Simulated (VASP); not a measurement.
```
CELL_PARAMETERS angstrom
      0.00000     2.53373     2.53373
      2.53373     0.00000     2.53373
      2.53373     2.53373     0.00000
ATOMIC_POSITIONS crystal
  Li 0.00000 0.00000 0.00000
  Cl 0.50000 0.50000 0.50000
```

Level of theory: MS2 meta-GGA, VASP's PBE PAW potentials (set 64) (plane waves; VASP). Settings: 520 eV cut-off, 10×10×10 Γ-centred mesh, tetrahedra with Blöchl corrections, potentials Li_sv Cl.

Give the energies of bands 3 to 7 at the high-symmetry points, in eV from the valence-band maximum.

```tsv
band	Γ	X	U	L	W
3	0.00	-3.05	-2.61	-2.95	-2.24
4	0.00	-1.17	-1.88	-0.28	-2.24
5	0.00	-1.17	-0.88	-0.28	-1.12
6	7.43	8.65	8.81	7.54	10.38
7	12.78	8.88	10.76	10.22	11.03
```

The gap is indirect, 7.43 eV, from the valence maximum at K-Γ at 0.78 to the conduction minimum at Γ.

Measured: gap 9.40 eV (computed value off by -1.97 eV), as given by Wei Chen et al., Physical Review Materials (2018), doi:10.1103/physrevmaterials.2.073803.

The compound is LiCl in the rock salt structure. It was relaxed first.
